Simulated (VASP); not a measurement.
Output of a VASP run:

File OSZICAR:
```
...
DAV:   6    -0.286019417431E+02    0.38892E+01   -0.43236E+01  3577   0.100E+02    0.139E+01
DAV:   7    -0.294514124969E+02   -0.84947E+00   -0.10332E+01  4042   0.818E+01    0.197E+01
DAV:   8    -0.276612072178E+02    0.17902E+01   -0.78490E+00  3944   0.511E+01    0.452E+00
DAV:   9    -0.276576376357E+02    0.35696E-02   -0.45850E-01  4259   0.107E+01    0.302E+00
DAV:  10    -0.276288917561E+02    0.28746E-01   -0.69667E-02  4106   0.688E+00    0.124E+00
DAV:  11    -0.276254561642E+02    0.34356E-02   -0.15494E-02  5232   0.157E+00    0.636E-01
DAV:  12    -0.276253265211E+02    0.12964E-03   -0.20481E-03  4463   0.637E-01    0.198E-01
DAV:  13    -0.276253305241E+02   -0.40030E-05   -0.18924E-04  4269   0.203E-01    0.632E-02
DAV:  14    -0.276253336917E+02   -0.31676E-05   -0.10867E-04  4836   0.166E-01    0.379E-02
DAV:  15    -0.276253258210E+02    0.78708E-05   -0.23582E-05  4450   0.893E-02    0.194E-02
DAV:  16    -0.276253259690E+02   -0.14803E-06   -0.27711E-06  2265   0.423E-02
   1 F= -.25036609E+02 E0= -.25037033E+02  d E =-.250366E+02  mag=     4.4799
       N       E                     dE             d eps       ncg     rms          rms(c)
DAV:   1    -0.289188570304E+02   -0.12935E+01   -0.17430E+01  3512   0.589E+01    0.126E+01
DAV:   2    -0.342495961227E+02   -0.53307E+01   -0.30666E+01  4148   0.139E+02    0.298E+01
DAV:   3    -0.275949407452E+02    0.66547E+01   -0.34673E+01  3975   0.728E+01    0.610E+00
DAV:   4    -0.274459583625E+02    0.14898E+00   -0.14600E+00  4009   0.216E+01    0.376E+00
DAV:   5    -0.274881200285E+02   -0.42162E-01   -0.17099E-01  3620   0.670E+00    0.242E+00
DAV:   6    -0.274968644320E+02   -0.87444E-02   -0.42114E-02  5656   0.479E+00    0.124E+00
DAV:   7    -0.274940168047E+02    0.28476E-02   -0.19607E-02  4955   0.278E+00    0.379E-01
DAV:   8    -0.274931834413E+02    0.83336E-03   -0.47650E-03  4673   0.117E+00    0.259E-01
DAV:   9    -0.274929469585E+02    0.23648E-03   -0.16750E-03  4026   0.105E+00    0.983E-02
DAV:  10    -0.274930387268E+02   -0.91768E-04   -0.18044E-04  4744   0.178E-01    0.940E-02
DAV:  11    -0.274930283689E+02    0.10358E-04   -0.61762E-05  4589   0.213E-01    0.148E-02
DAV:  12    -0.274930273800E+02    0.98889E-06   -0.20673E-05  4421   0.742E-02    0.113E-02
DAV:  13    -0.274930271869E+02    0.19308E-06   -0.19647E-06  2341   0.265E-02
   2 F= -.25022548E+02 E0= -.25022966E+02  d E =0.140613E-01  mag=     4.4600
       N       E                     dE             d eps       ncg     rms          rms(c)
DAV:   1    -0.280752947903E+02   -0.58227E+00   -0.60082E+00  3507   0.364E+01    0.706E+00
DAV:   2    -0.302877129821E+02   -0.22124E+01   -0.15957E+01  4005   0.766E+01    0.266E+01
DAV:   3    -0.276313482454E+02    0.26564E+01   -0.53708E+00  4297   0.690E+01    0.406E+00
DAV:   4    -0.276077409022E+02    0.23607E-01   -0.48621E-01  3781   0.881E+00    0.193E+00
DAV:   5    -0.275948112235E+02    0.12930E-01   -0.31977E-02  4884   0.254E+00    0.976E-01
DAV:   6    -0.275890928557E+02    0.57184E-02   -0.17746E-02  5241   0.241E+00    0.336E-01
DAV:   7    -0.275888250950E+02    0.26776E-03   -0.31028E-03  3786   0.916E-01    0.132E-01
DAV:   8    -0.275888228631E+02    0.22318E-05   -0.42706E-04  5013   0.305E-01    0.599E-02
DAV:   9    -0.275888326799E+02   -0.98168E-05   -0.52671E-05  3736   0.127E-01    0.294E-02
DAV:  10    -0.275888369390E+02   -0.42591E-05   -0.25774E-05  3737   0.809E-02    0.115E-02
DAV:  11    -0.275888378265E+02   -0.88757E-06   -0.35967E-06  3078   0.385E-02
   3 F= -.25049301E+02 E0= -.25049832E+02  d E =-.126918E-01  mag=     4.4677
```

OUTCAR:
```
------------------------ aborting loop because EDIFF is reached ----------------------------------------
  FORCE on cell =-STRESS in cart. coord.  units (eV):
  Direction    XX          YY          ZZ          XY          YZ          ZX
  --------------------------------------------------------------------------------------
  Total        2.5692529      2.5692529      2.5692529      0.0000000      0.0000000      0.0000000
  in kB      101.1701430    101.1701430    101.1701430      0.0000000      0.0000000      0.0000000
  external PRESSURE =       1.1701430 kB  Pullay stress =     100.0000000 kB
  volume of cell :       40.69
      direct lattice vectors                 reciprocal lattice vectors
     3.439444924  0.000000000  0.000000000     0.290744589  0.000000000  0.000000000
    -0.000000000  3.439444924  0.000000000    -0.000000000  0.290744589  0.000000000
    -0.000000000 -0.000000000  3.439444924    -0.000000000 -0.000000000  0.290744589
 POSITION                                       TOTAL-FORCE (eV/Angst)
 -----------------------------------------------------------------------------------
      0.00000      0.00000      0.00000         0.000000      0.000000      0.000000
     -0.00000      1.71972      1.71972        -0.000000      0.000000      0.000000
      1.71972     -0.00000      1.71972         0.000000     -0.000000      0.000000
      1.71972      1.71972      0.00000         0.000000      0.000000      0.000000
 -----------------------------------------------------------------------------------
    total drift:                                0.000000      0.000000      0.000000
  FREE ENERGIE OF THE ION-ELECTRON SYSTEM (eV)
  ---------------------------------------------------
  free  energy   TOTEN  =       -27.5888378265 eV

  energy  without entropy=      -27.5904308436  energy(sigma->0) =      -27.58936883
  enthalpy is  TOTEN    =       -25.0493011104 eV   P V=        2.5395367162

 total charge

# of ion       s       p       d       tot
------------------------------------------
    1        0.513   0.582   6.195   7.290
    2        0.546   0.598   8.372   9.517
    3        0.546   0.598   8.372   9.517
    4        0.546   0.598   8.372   9.517
--------------------------------------------------
tot          2.152   2.377  31.313  35.842

 magnetization (x)

# of ion       s       p       d       tot
------------------------------------------
    1        0.008   0.001   2.749   2.757
    2       -0.016  -0.044   0.622   0.563
    3       -0.016  -0.044   0.622   0.563
    4       -0.016  -0.044   0.622   0.563
--------------------------------------------------
tot         -0.039  -0.130   4.615   4.446

 reached required accuracy - stopping structural energy minimisation
```
(Selected blocks of OUTCAR.)

**POSCAR**
```
Ni3Fe
1
    3.4615055645     0.0000000000     0.0000000000
    0.0000000000     3.4615055645     0.0000000000
    0.0000000000     0.0000000000     3.4615055645
Fe Ni
1 3
Direct
  0.0000000000   0.0000000000   0.0000000000
  0.0000000000   0.5000000000   0.5000000000
  0.5000000000   0.0000000000   0.5000000000
  0.5000000000   0.5000000000   0.0000000000
```

Question: Write an INCAR and KPOINTS that could have produced this output.

Answer: One answer among several that fit: the input of the run itself, PBEsol GGA, plane waves, VASP's PBE PAW potentials (set 64).

**INCAR**
```
SYSTEM = Ni3Fe
PREC = Accurate
ENCUT = 500
EDIFF = 1E-6
NELM = 100
ALGO = Normal
LREAL = .FALSE.
LASPH = .TRUE.
ISMEAR = 1
SIGMA = 0.1
GGA = PS
LMAXMIX = 4
ISPIN = 2
MAGMOM = 2.8 0.6 0.6 0.6
LORBIT = 10
LWAVE = .FALSE.
LCHARG = .FALSE.
IBRION = 2
ISIF = 3
NSW = 40
EDIFFG = -0.02
PSTRESS = 100
```

KPOINTS:
```
Automatic mesh
0
Gamma
9 9 9
0 0 0
```

POTCAR, in this order: Fe Ni (PBE.64 set). Program: vasp_std.

The compound is Ni3Fe in the L1_2 structure. This run relaxes it under an external pressure of 10 GPa. Symmetry was kept, so distortions that lower it aren't found.
